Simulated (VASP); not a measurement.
The input files of a VASP run:

**POSCAR**
```
AlAs
1
    3.5854424135     0.0000000005     0.0000000000
   -1.7927212062     3.1050873683    -0.0000000000
    0.0000000000    -0.0000000000     5.9748955453
Al As
2 2
Direct
  0.3333330000   0.6666670000   0.0023857264
  0.6666670000   0.3333330000   0.5023857264
  0.3333330000   0.6666670000   0.3726142736
  0.6666670000   0.3333330000   0.8726142736
```

INCAR:
```
! general
SYSTEM  = AlAs
PREC    = Accurate
ENCUT   = 500   ! plane-wave cut-off (eV)
LREAL   = F   ! projection in real space or not
LASPH   = T   ! aspherical one-centre terms

! electronic loop
EDIFF   = 1E-6
NELM    = 100
ALGO    = Normal   ! blocked Davidson
LMAXMIX = 4   ! l cut-off of mixed one-centre charges

! smearing
ISMEAR  = 0   ! Gaussian
SIGMA   = 0.05

! functional
GGA     = PS   ! PBEsol

! ions
IBRION  = 2
NSW     = 40   ! most ionic steps
ISIF    = 3
EDIFFG  = -0.02   ! ionic stop
PSTRESS = 450

! output
LWAVE   = F
LCHARG  = F
```

### KPOINTS
```
Automatic
0
G
 7 7 4
0 0 0
```

POTCAR, in this order: Al As (PBE.64 set). Program: vasp_std.

Q: Write an equivalent input for Quantum ESPRESSO's pw.x.

A: One equivalent input (not run):
```
&CONTROL
  calculation = 'vc-relax'
  pseudo_dir = './pseudo'
  outdir = './out'
  tprnfor = .true.
  tstress = .true.
  nstep = 40
  forc_conv_thr = 0.00078
/
&SYSTEM
  ibrav = 0
  nat = 4
  ntyp = 2
  ecutwfc = 84
  occupations = 'smearing'
  smearing = 'gaussian'
  degauss = 0.003675
  input_dft = 'pbesol'
/
&ELECTRONS
  conv_thr = 7.3e-08
  electron_maxstep = 100
/
&IONS
/
&CELL
  press = 450
/
ATOMIC_SPECIES
  Al 26.982 Al.upf
  As 74.922 As.upf
CELL_PARAMETERS angstrom
     3.5854424    0.0000000    0.0000000
    -1.7927212    3.1050874   -0.0000000
     0.0000000   -0.0000000    5.9748955
ATOMIC_POSITIONS crystal
  Al   0.3333330  0.6666670  0.0023857
  Al   0.6666670  0.3333330  0.5023857
  As   0.3333330  0.6666670  0.3726143
  As   0.6666670  0.3333330  0.8726143
K_POINTS automatic
  7 7 4 0 0 0
```
Limits of the translation: the potentials are each code's own (VASP's PAW set, PseudoDojo norm-conserving files in pw.x), so ENCUT and ecutwfc are chosen apart and not converted; conv_thr bounds pw.x's estimated SCF error, while EDIFF bounds the energy change between steps; forc_conv_thr acts on force components and is met together with etot_conv_thr.

The structure was generated: AlAs was put into the wurtzite type (P6_3mc), which need not be its known phase. It was relaxed first under an external pressure of 45 GPa.
